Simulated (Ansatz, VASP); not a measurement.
# SnO2 (Cassiterite): VASP beside Ansatz, part 2 of 2

Aim: how closely do two programs agree when they are given the same cell, functional and k mesh? The cell is taken from a series of runs on this material, whose earlier steps may have relaxed, scaled, displaced or heated it; both programs get it as it stands.

VASP 6.6.1 and Ansatz 0.2.0.

So far: Set-up; VASP: G0W0 gap, PBE0 form with 35 % exact exchange with an exact-exchange share of 0.35.

## Step 3: Ansatz: G0W0 gap, PBE0 form with 35 % exact exchange with an exact-exchange share of 0.35

Level of this step: Ansatz beside VASP: G0W0 on Kohn-Sham DFT, plane waves, PBE0 form with 35 % exact exchange (Ansatz).

Ansatz runs on its default PAW (the set named soft_2) files.

The same cell, functional and mesh now go to Ansatz, which takes its cutoff from its data sets.

Contents of input.yaml:

```yaml
crystal:
  lattice:
    - [4.738, 0.0, 0.0]
    - [0.0, 4.738, 0.0]
    - [0.0, 0.0, 3.1865]
  atoms:
    - { symbol: Sn, position: [0.0, 0.0, 0.0] }
    - { symbol: Sn, position: [0.5, 0.5, 0.5] }
    - { symbol: O, position: [0.3071, 0.3071, 0.0] }
    - { symbol: O, position: [0.1929, 0.8071, 0.5] }
    - { symbol: O, position: [0.6929, 0.6929, 0.0] }
    - { symbol: O, position: [0.8071, 0.1929, 0.5] }
kpoints:
  mp_grid: { grid: [4, 4, 4] }
hamiltonian:
  xc: { exchange: pbe, correlation: pbe, exx: { coeff: 0.35 } }
scf:
  occupations: { method: fixed }
gw:
  n_empty_bands: 298
  ecut_chi: 150.0
  qp_bands: [v2, c2]
  qp_kpoints: band_edges
  screening: { model: contour_deformation }
```

Command:

```bash
> ansatz run input.yaml --threads 2 --pin off --max-ram 92160MiB --backend cuda --devices 1 --max-vram 13GiB --events-out ev --progress --plain --runs-dir out
```

Numbers of over 12 decimals in the logs are rounded to 6 here.

The program printed:

```text
GPUs: using 1 of 1 available (devices: 1).
Engine: ansatz 0.2.0, x86_64-unknown-linux-gnu
Pseudopotentials: kind: paw
Pseudopotential: Sn, paw, valence charge 14, recommended cutoff 420 eV (normal), Sn.paw.azcp
Pseudopotential: O, paw, valence charge 6, recommended cutoff 420 eV (normal), O.paw.azcp
Functional definition: unnamed
  parameter a_1 = 0.35
  exchange = (1 - a_1)*pbe_x + a_1*exact_x
  correlation = pbe_c
davidson cushion auto → on  (no smearing: the cushion is to keep the highest requested band from converging to the state above it; pin scf.eigensolver.cushion to override)
device memory: the entry about to start is reckoned to put 0.8 GiB on a device that reports 43.0 GiB free (of which the cap on the GPU budget leaves the run 13.0 GiB)
GPU FFT provider: cuFFT
GPU libraries: cuBLAS 13.8.2, cuFFT 12.4.0, cuSOLVER 12.3.4
Crystal: 6 atoms, lattice volume = 71.533 Å³
Basis set: ecut = 420 eV, 1411 PW (Γ)
Bands: 32, of which v1, the nominal top of the filled ones, is band 26 counted from 1 (25 counted from 0)
Symmetry: 16 space group operations
Space group: P42/mnm (ITA 136), of the structure as read, at distance tolerance 4.2e-5 Å
k-points: 18 of 64
Non-local potential: Sn, projectors of the file, l = 0: 2, l = 1: 2, l = 2: 2, l = 3: 2
Non-local potential: O, projectors of the file, l = 0: 2, l = 1: 2, l = 2: 1
PAW form: soft (Blöchl's): semilocal exchange-correlation on the pseudo side does not see the compensation charge
PAW frozen core: Sn, regenerated for the run's functional, and the local potential with it (the file was generated under x = pbe(κ = 0.804, μ = 0.219515), c = pbe(β = 0.066725))
PAW frozen core: O, regenerated for the run's functional, and the local potential with it (the file was generated under x = pbe(κ = 0.804, μ = 0.219515), c = pbe(β = 0.066725))
PAW one-centre angular grid: Sn, 590 points (default); XC on 64 Gauss nodes
PAW one-centre angular grid: O, 110 points (default); XC on 64 Gauss nodes
Initial density: superposition of atomic densities (neutral atoms: chi_scale 0, normalization atom), corrected by the library's trained network
Initial wavefunctions: pseudopotential atomic-orbital guess
GPU buffer pool allocated for 24576 grid points (all kernels)
GPU transforms: local potential and band sums: pruned to the plane-wave sphere, on 32×32×24
Functional: x = pbe(κ = 0.804, μ = 0.219515), c = pbe(β = 0.066725), warm-up for x = 0.65 pbe(κ = 0.804, μ = 0.219515) + 0.35 exact, c = pbe(β = 0.066725)
SCF iter   1: F=—  HF=-14317.840267 eV  |F-HF|=—  |Δ(HF+E_count)|=         —  Δρ=1.24e-3  dr2=4.01e-4  ethr=1.77e-3  ⟨swp⟩=7.6  Hψ=2725  notcnv=0
preconditioner: auto → none  [insulator: Δε(μ)=1.277 eV  Ē_g=19.776 eV  n_scr=18 (ndim 8)  ℏωp=31.7 eV  f_vac=0.027]
SCF iter   2: F=-14317.844637 eV  HF=-14317.844365 eV  |F-HF|=2.72e-4  |Δ(HF+E_count)|=   4.10e-3  Δρ=5.20e-4  dr2=5.44e-5  ethr=7.70e-7  ⟨swp⟩=7.5  Hψ=2934  notcnv=0  defer=4
SCF 1 stopped early in 2 iterations: F = -14317.844637 eV  dr2 = 5.44e-5
  greatest PAW one-centre occupation: 0.996 electrons in one spin orbital (limit 2), on the Sn atom at site 1 (counted from 0), in its partial waves of l = 2
device memory: the entry about to start is reckoned to put 1.3 GiB (of the 1.4 GiB reckoned in all, the device holds 0.1 GiB already) on a device that reports 42.7 GiB free (of which the cap on the GPU budget leaves the run 12.9 GiB)
GPU FFT provider: cuFFT
GPU libraries: cuBLAS 13.8.2, cuFFT 12.4.0, cuSOLVER 12.3.4
Initial density: handed on by an earlier stage of this run
Initial wavefunctions: those handed on with the density
GPU buffer pool allocated for 24576 grid points (all kernels)
GPU transforms: local potential and band sums: pruned to the plane-wave sphere, on 32×32×24
Functional: x = 0.65 pbe(κ = 0.804, μ = 0.219515) + 0.35 exact, c = pbe(β = 0.066725)
Exchange kernel: α = 0.3500, full range, Wigner–Seitz truncation, v(0) = 9293.0791 eV·Å³, q-mesh 4×4×4, nearest image of the exchange supercell L = 12.75 Å, pair-density grid 30×30×20, without the augmentation charges, whose exchange is taken in its separable form by FFT convolution over the k-point mesh (sized by the pseudopotential files, 32×32×24 at the most), smooth part of the exact exchange by density-matrix convolution in up to 2.12 GiB of GPU memory as planned if the GPU has room (build and FFT work areas not counted)
Frozen-core exchange: fock
SCF iter   1: F=—  HF=-14327.118098 eV  |F-HF|=—  |Δ(HF+E_count)|=         —  Δρ=1.29e-2  dr2=7.52e-2  ethr=1.05e-6  ⟨swp⟩=8.6  Hψ=3392  notcnv=0
preconditioner: auto → none  [insulator: Δε(μ)=4.722 eV  Ē_g=24.653 eV  n_scr=18 (ndim 8)  ℏωp=31.7 eV  f_vac=0.027]
SCF iter   2: F=—  HF=-14327.094671 eV  |F-HF|=—  |Δ(HF+E_count)|=   2.34e-2  Δρ=6.74e-3  dr2=2.51e-2  ethr=1.05e-6  ⟨swp⟩=4.9  Hψ=2276  notcnv=0
[...]
Frozen-core exchange: fock
SCF iter   1: F=—  HF=-14327.162800 eV  |F-HF|=—  |Δ(HF+E_count)|=         —  Δρ=1.26e-4  dr2=1.26e-5  ethr=4.94e-6  ⟨swp⟩=3.8  Hψ=1393  notcnv=0
preconditioner: auto → none  [insulator: Δε(μ)=4.817 eV  Ē_g=24.720 eV  n_scr=18 (ndim 8)  ℏωp=31.7 eV  f_vac=0.035]
iter 2 solved again at ethr=1.76e-9 eV; its pass at ethr=2.01e-8 eV (dr2=9.14e-7 eV) is discarded
[...]
Exchange-term sweep: 11 of 18 (spin, k) points
Exchange-term sweep: 12 of 18 (spin, k) points
Exchange-term sweep: 13 of 18 (spin, k) points
Exchange-term sweep: 14 of 18 (spin, k) points
Exchange-term sweep: 15 of 18 (spin, k) points
Exchange-term sweep: 16 of 18 (spin, k) points
Exchange-term sweep: 17 of 18 (spin, k) points
Exchange-term sweep: 18 of 18 (spin, k) points
G₀W₀ screening: q 1/18
[... further progress lines ...]
hybrid SCF converged: 2 outer / 11 inner (+2 warm-up), last move |dexx| = 7.10e-6 eV, tail = 2.32e-7 eV
Stability not checked: this state was not tested for a lower state beside it, because the functional holds exact exchange (a hybrid, or Hartree-Fock), whose exchange loop this test does not read (fock_operator; see scf.lower_state_search)
Free energy (F): -14327.162809 eV
Frozen-core exchange: fock
Harris-Foulkes:  -14327.162809 eV  (|F-HF|=1.17e-9)
Internal energy: -14327.162809 eV  (E = F + TS)
E sigma→0 (E₀):  -14327.162809 eV
Fermi energy:    7.071378 eV
--- Per-component energies (eV) ---
  E_band       = -292.341331
  E_kinetic    = 1088.264133
  E_local      = -2857.052093  (includes V_loc(G=0)·N_el)
  E_nonlocal   = 127.016093
  E_hartree    = 1495.793775
  E_xc         = -709.986990
  E_vxc        = -382.807016  (∫ρ·V_xc dr)
  E_exx        = -244.006280  (= α·E_x^exact, valence–valence)
  E_paw        = -9044.964918  (= ΣΔE_a)
  E_vpaw       = -771.346303  (= ΣTr[D̂ρ^β])
  E_aug_tail   = 0.009924  (compensation charges beyond the density's cutoff)
  E_ewald      = -4182.851779
  E_core_change = 0.615327  (= ΣΔE_core)
  E_smearing   = -0.000000  (= −TS)
  E_closure    = 0.000000  (closes the sum)
  Σ components = -14327.162809   (vs F -14327.162809, Δ=1.82e-12)
--- Band table (eV; the first three rows and the last of 18) ---
  k-point 0: bands = [... 22 lower, 6.1290, 6.3910, 6.3910, 7.0714, 11.8874, 17.1461, 17.1461]
  k-point 1: bands = [... 22 lower, 4.7772, 6.2918, 6.2918, 6.5142, 14.6509, 18.2345, 19.4672]
  k-point 2: bands = [... 22 lower, 5.2415, 5.2415, 5.6735, 5.6735, 17.4586, 17.4586, 20.8236]
  k-point 17: bands = [... 22 lower, 6.1013, 6.1013, 6.1288, 6.1288, 15.8835, 15.8835, 19.7645]
  guard bands above this table: 3 of the run's 32 bands. The solve was not asked for them (output.publish_guard_bands: true or output.eigenvalues: true publishes all)
--- G₀W₀: contour deformation, 6 samples at zero and on the imaginary axis and 2 off it, 64 q-points, 298 empty bands' worth ---
  eigenvalues of the whole cell's RPA ε∞ on this k-mesh (on a slab, of 1 + 4πα/V) = 2.9263, 2.9263, 3.2355; static W/v taken at q = 0 is 0.325094
  gw.qp_kpoints: band_edges: 9 of 18 stored k-points solved, in 1 pass; an edge of the gap read off the rows below is read off those points alone
    valence top: of the k-points left out ik 9 came nearest to being solved in a further pass, in band 26 (counted from 1, as in the quasiparticle table): it holds the edge there only if its correction is more favourable than any solved in that band by at least 0.510 eV; those differ by 0.106 eV
    conduction bottom: of the k-points left out ik 9 came nearest to being solved in a further pass, in band 27 (counted from 1, as in the quasiparticle table): it holds the edge there only if its correction is more favourable than any solved in that band by at least 2.153 eV; those differ by 0.186 eV
    ik  band        ε_KS         Σx   Σc(E_QP)       V_xc       Z   E_QP_lin       E_QP  E_QP is
     0    25      6.3910   -26.5733     3.9406   -23.2528  0.8172     7.0087     7.0112  root
     0    26      7.0714   -27.1835     4.2137   -23.6152  0.8158     7.7141     7.7168  root
     0    27     11.8874   -13.2994    -3.4867   -16.8994  0.8716    12.0008    12.0007  root
     0    28     17.1461    -7.8347    -4.0256   -11.8096  0.8753    17.0954    17.0954  root
     2    25      5.6735   -26.3374     4.2797   -22.5970  0.8122     6.2107     6.2128  root
     2    26      5.6735   -26.3374     4.2797   -22.5970  0.8122     6.2107     6.2128  root
     2    27     17.4586   -13.9425    -4.2583   -18.5003  0.8481    17.7586    17.7581  root
     2    28     17.4586   -13.9425    -4.2583   -18.5003  0.8481    17.7586    17.7581  root
     3    25      6.4225   -26.6718     3.9472   -23.3436  0.8173     7.0392     7.0416  root
     3    26      6.7802   -26.8371     4.1763   -23.2787  0.8158     7.3956     7.3980  root
     3    27     13.1690   -14.0365    -3.3947   -17.6240  0.8644    13.3619    13.3618  root
     3    28     16.6685   -11.6573    -4.0132   -15.8075  0.8602    16.8056    16.8055  root
     4    25      6.3444   -26.7053     3.8733   -23.4219  0.8188     6.9320     6.9342  root
     4    26      6.5760   -26.8838     3.9435   -23.5391  0.8185     7.1726     7.1749  root
     4    27     15.2116   -14.2555    -3.7113   -18.2302  0.8562    15.4754    15.4751  root
     4    28     17.9372   -13.4938    -4.3271   -18.0935  0.8456    18.2102    18.2097  root
     6    25      6.4910   -26.7821     3.9982   -23.3947  0.8173     7.0995     7.1019  root
     6    26      6.4910   -26.7821     3.9982   -23.3947  0.8173     7.0995     7.1019  root
     6    27     15.2929   -13.6563    -3.7108   -17.5918  0.8574    15.5178    15.5176  root
     6    28     15.2929   -13.6563    -3.7108   -17.5918  0.8574    15.5178    15.5176  root
     8    25      6.6674   -27.3073     3.4889   -24.4172  0.8250     7.2642     7.2662  root
     8    26      6.6674   -27.3073     3.4889   -24.4172  0.8250     7.2642     7.2662  root
     8    27     17.7578   -13.9812    -4.2906   -18.5670  0.8468    18.0535    18.0530  root
     8    28     17.7578   -13.9812    -4.2906   -18.5670  0.8468    18.0535    18.0530  root
[...]
13    25      6.3663   -26.7547     3.9760   -23.3677  0.8175     6.9529     6.9552  root
    13    26      6.3663   -26.7547     3.9760   -23.3677  0.8175     6.9529     6.9552  root
    13    27     16.4076   -13.6231    -4.0263   -17.8959  0.8545    16.6543    16.6540  root
    13    28     16.4076   -13.6231    -4.0263   -17.8959  0.8545    16.6543    16.6540  root
    17    25      6.1288   -26.6285     4.3041   -22.9039  0.8127     6.7060     6.7083  root
    17    26      6.1288   -26.6285     4.3041   -22.9039  0.8127     6.7060     6.7083  root
    17    27     15.8835   -12.3813    -4.0193   -16.5748  0.8646    16.0577    16.0576  root
    17    28     15.8835   -12.3813    -4.0193   -16.5748  0.8646    16.0577    16.0576  root
```

In the SCF lines HF is the Harris–Foulkes energy and dr2 the Hartree energy of the density residual, in eV; the loop may stop once dr2 is under the threshold and the program's other checks hold. Hψ counts applications of the Hamiltonian.

## Step 4: Differences

Known differences besides the potentials themselves: exact exchange at q = 0 is treated differently, which shows on coarse meshes; VASP keeps PBE cores, Ansatz makes them for the functional; fixed occupations in Ansatz, narrow Gaussian smearing in VASP; the cutoff is 420 eV in Ansatz and 440 eV in VASP; Ansatz integrates over frequency by contour deformation, VASP on a grid of NOMEGA points; Ansatz's G0W0 levels solve the quasiparticle equation, VASP's are linearised. Total energies have different zeros and are not compared.

Compared:

```
                   quantity  Ansatz  VASP  difference
  G0W0 gap on the mesh (eV)    4.28  4.29        0.00
Kohn-Sham gap under it (eV)    4.82  4.83       -0.01
```

## Step 5: What came out

| Item | Value |
| --- | --- |
| difference in G0W0 gap on the mesh (G0W0 gap, PBE0 form with 35 % exact exchange with an exact-exchange share of 0.35) | -0.0039 eV |

**Reading.** The difference in G0W0 gap on the mesh is -0.0039 eV (G0W0 gap, PBE0 form with 35 % exact exchange with an exact-exchange share of 0.35). How closely two codes agree says nothing of how well the functional describes the real material.

[Lines on the potential files, build, host, timing and source positions are cut from VASP's logs without a mark.]

[Logs are printed without paths, hosts, clocks, repeated set-up lines and the standing remarks that a program may print on its own settings, such as how far it seeks lower states.]

[Hosts, paths, dates, database ids (printed as entryN), source tags and the programs' standing remarks are cut or masked in the printed files.]
